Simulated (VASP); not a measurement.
```yaml
crystal:
  lattice:
    - [0.00000, 3.32690, 3.32690]
    - [3.32690, 0.00000, 3.32690]
    - [3.32690, 3.32690, 0.00000]
  atoms:
    - { symbol: Hg, position: [0.00000, 0.00000, 0.00000] }
    - { symbol: Te, position: [0.25000, 0.25000, 0.25000] }
```

Level of theory: PBE GGA, VASP's PBE PAW potentials (set 64) (plane waves; VASP). Run with 400 eV cut-off, Gaussian smearing of 0.050 eV, potentials Hg Te.

Unless said otherwise, spin-orbit coupling is left out, though it shifts the bands of the heavy elements here.

What does the run give for the band gap (along the path) with the smallest direct gap where there is one?

```json
{
 "band gap (along the path)": "none (metal, semimetal or under 0.01 eV)"
}
```

Only differences to runs with the same potentials and settings are physical.

The compound is HgTe in the zinc blende structure. It was relaxed first, which changed the volume by +9 %.
